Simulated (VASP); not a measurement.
Given:

```
Ni3Si
1.0
    3.32461     0.00000     0.00000
    0.00000     3.32461     0.00000
    0.00000     0.00000     3.32461
Si Ni
1 3
Direct
  0.00000   0.00000   0.00000
  0.00000   0.50000   0.50000
  0.50000   0.00000   0.50000
  0.50000   0.50000   0.00000
```

All values below come from LDA (Ceperley-Alder, Perdew-Zunger), VASP's LDA PAW potentials (set 64) (plane waves; VASP). Numerical set-up: 500 eV cut-off, 9×9×9 Γ-centred mesh, first-order Methfessel-Paxton smearing of 0.10 eV, potentials Si Ni.

Energy and stress use the plane-wave basis of the starting cell.

Question: The ions, cell shape and volume at an external pressure of 45.0 GPa are relaxed. Which structure does the run end with?

Answer: 
```
Ni3Si
1.0
    3.28468     0.00000     0.00000
    0.00000     3.28468     0.00000
    0.00000     0.00000     3.28468
Si Ni
1 3
Cartesian
  0.00000   0.00000   0.00000
  0.00000   1.64234   1.64234
  1.64234   0.00000   1.64234
  1.64234   1.64234   0.00000
```
Space group Pm-3m (221), at a tolerance of 0.03 Å.

Question: How do energy and volume change from the first to the last step?

Answer: The energy (σ→0) changes by +75.9 meV/atom and the volume by -3.6 %, in 6 ionic steps.

| step | E(σ→0) (eV) | max force (eV/Å) | pressure (GPa) | volume (Å³) |
|---|---|---|---|---|
| 1 | -27.6194 | 0.000 | 29.73 | 36.75 |
| 2 | -25.9618 | 0.000 | 96.24 | 32.28 |
| 3 | -27.3312 | 0.000 | 44.62 | 35.49 |
| 4 | -27.3238 | 0.000 | 44.62 | 35.47 |
| 5 | -26.7601 | 0.000 | 67.93 | 33.85 |
| 6 | -27.3159 | 0.000 | 45.12 | 35.44 |

The compound is Ni3Si in the L1_2 structure. This run relaxes it under an external pressure of 45 GPa. Symmetry was kept, so distortions that lower it aren't found. The run is not spin-polarised, so no magnetic state was tried.
